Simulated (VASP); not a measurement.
An input for Ansatz (written as the equivalent of a VASP run, and not itself run):

Ansatz 0.2 input:
```yaml
crystal:
  lattice:
    - [2.1165000, -3.6658850, 0.0000000]
    - [2.1165000, 3.6658850, 0.0000000]
    - [0.0000000, 0.0000000, 6.9972000]
  atoms:
    - { symbol: Mg, position: [0.0000000, 0.0000000, 0.0000000] }
    - { symbol: I, position: [0.3333330, 0.6666670, 0.2420000] }
    - { symbol: I, position: [0.6666670, 0.3333330, 0.7580000] }
kpoints:
  mp_grid: { grid: [6, 6, 3] }
hamiltonian:
  xc: pbe
  pseudopotentials: { kind: paw }
scf:
  occupations: { method: methfessel_paxton, width: 0.05 }
  max_iter: 100
output: { forces: true, stress: true, eigenvalues: true }
```

### Question
Write the VASP files for the same calculation (PBE).

### Answer
This is not unique; one that fits is 
File KPOINTS:
```
K-points
0
Gamma
  6 6 3
```

POSCAR:
```
MgI2
1.0
  2.1165000000  -3.6658850000   0.0000000000
  2.1165000000   3.6658850000   0.0000000000
  0.0000000000   0.0000000000   6.9972000000
Mg I
1 2
direct
  0.0000000000   0.0000000000   0.0000000000
  0.3333330000   0.6666670000   0.2420000000
  0.6666670000   0.3333330000   0.7580000000
```

### INCAR
```
SYSTEM = MgI2
PREC = Accurate
ENCUT = 400
EDIFF = 1E-6
NELM = 100
ALGO = Normal
LREAL = .FALSE.
LASPH = .TRUE.
ISMEAR = 1
SIGMA = 0.05
GGA = PE
LMAXMIX = 4
LWAVE = .FALSE.
LCHARG = .FALSE.
ISIF = 2
```

POTCAR, in this order: Mg I (PBE.64 set). Program: vasp_std.

The two are equivalent in intent, not identical: each code has its own PAW files, so the cut-off isn't converted (ENCUT is set for VASP's; basis.ecutwfc is left out, and Ansatz then takes the one that its files recommend); Ansatz stops its SCF on the density residual and VASP on the energy change (EDIFF).

The compound is MgI2 in the 1T layered structure. The cell was not relaxed at this level. The run is one of a series of settings (ISMEAR = 1 against the base run), some of them coarse on purpose.
